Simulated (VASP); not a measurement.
Wanted: the native input for a VASP 6.6.1 run.

```
Task                   : band structure
Functional             : PBE
Potentials or basis    : VASP PAW PBE potentials, release 64 (Ga_d, Sn_d, O)
Cutoff                 : 520 eV
k mesh                 : 8 × 8 × 4
Occupations            : gaussian, width 0.1 eV
Spin                   : no spin polarisation
Further INCAR settings : ALGO = Normal; EDIFF = 1e-06
```

The structure of Ga2SnO lies in POSCAR:

```
Ga2SnO
1.0
    3.8764600000      0.0000000000      0.0000000000
    0.0000000000      3.8764600000      0.0000000000
    0.0000000000      0.0000000000     10.3842800000
Ga Sn O
4 2 2
Direct
    0.0000000000      0.5000000000      0.5765200000
    0.5000000000      0.0000000000      0.4234800000
    0.5000000000      0.0000000000      0.8903250000
    0.0000000000      0.5000000000      0.1096750000
    0.0000000000      0.5000000000      0.8348240000
    0.5000000000      0.0000000000      0.1651760000
    0.0000000000      0.0000000000      0.5000000000
    0.5000000000      0.5000000000      0.5000000000
```

The cell was built by a generator and needn't be a form met in nature.

One way to write it, as run:

INCAR

```
SYSTEM = Ga2SnO
PREC = Accurate
ENCUT = 520
EDIFF = 1E-6
ISMEAR = 0
SIGMA = 0.1
LREAL = .FALSE.
LASPH = .TRUE.
NELM = 100
ALGO = Normal
ISIF = 2
LWAVE = .FALSE.
LCHARG = .FALSE.
GGA = PE
KPAR = 2
```

KPOINTS

```
Automatic mesh
0
G
  8 8 4
  0 0 0
```

KPOINTS_OPT

```
path GXMGZRAZ,XR,MA
15
line-mode
reciprocal
 0.0000000000  0.0000000000  0.0000000000  G
 0.0000000000  0.5000000000  0.0000000000  X

 0.0000000000  0.5000000000  0.0000000000  X
 0.5000000000  0.5000000000  0.0000000000  M

 0.5000000000  0.5000000000  0.0000000000  M
 0.0000000000  0.0000000000  0.0000000000  G

 0.0000000000  0.0000000000  0.0000000000  G
 0.0000000000  0.0000000000  0.5000000000  Z

 0.0000000000  0.0000000000  0.5000000000  Z
 0.0000000000  0.5000000000  0.5000000000  R

 0.0000000000  0.5000000000  0.5000000000  R
 0.5000000000  0.5000000000  0.5000000000  A

 0.5000000000  0.5000000000  0.5000000000  A
 0.0000000000  0.0000000000  0.5000000000  Z

 0.0000000000  0.5000000000  0.0000000000  X
 0.0000000000  0.5000000000  0.5000000000  R

 0.5000000000  0.5000000000  0.0000000000  M
 0.5000000000  0.5000000000  0.5000000000  A
```

Potentials or basis: VASP PAW PBE potentials, release 64 (Ga_d, Sn_d, O).

The run is started by

```console
$ cat potpaw_PBE.64/Ga_d/POTCAR potpaw_PBE.64/Sn_d/POTCAR potpaw_PBE.64/O/POTCAR > POTCAR
$ mpirun -np 2 vasp_std > vasp.out
```

Results of the run:

* Pressure: 0.0 GPa
* Largest force: 0.010 eV/Å
* Band gap along the path: none (metal or under the smearing width)

Caveat: spin-orbit coupling is left out, which moves the levels of the heavy elements.

Wall time 11 min on 2 MPI ranks on Intel(R) Xeon(R) Platinum 8488C (Sapphire Rapids) (shared host), peak memory 0.57 GiB a rank.
